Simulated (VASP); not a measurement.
Given:

```
BP
1.0
    0.00000     2.30488     2.30488
    2.30488     0.00000     2.30488
    2.30488     2.30488     0.00000
B P
1 1
Cartesian
  0.00000   0.00000   0.00000
  1.15244   1.15244   1.15244
```

The numbers are results of PBEsol GGA, VASP's PBE PAW potentials (set 64) (plane waves; VASP), not measurements. Settings: 520 eV cut-off, 10×10×10 Γ-centred mesh, Gaussian smearing of 0.050 eV, potentials B P.

**Question.** Give the stress tensor in GPa (positive for a compressed cell).

**Answer.** 
```
-8.83   0.00   0.00
 0.00  -8.83   0.00
 0.00   0.00  -8.83
```
The pressure is its mean diagonal, -8.83 GPa.

The compound is BP in the zinc blende structure. This cell is one point of a volume scan, at 1.06 of the reference volume.
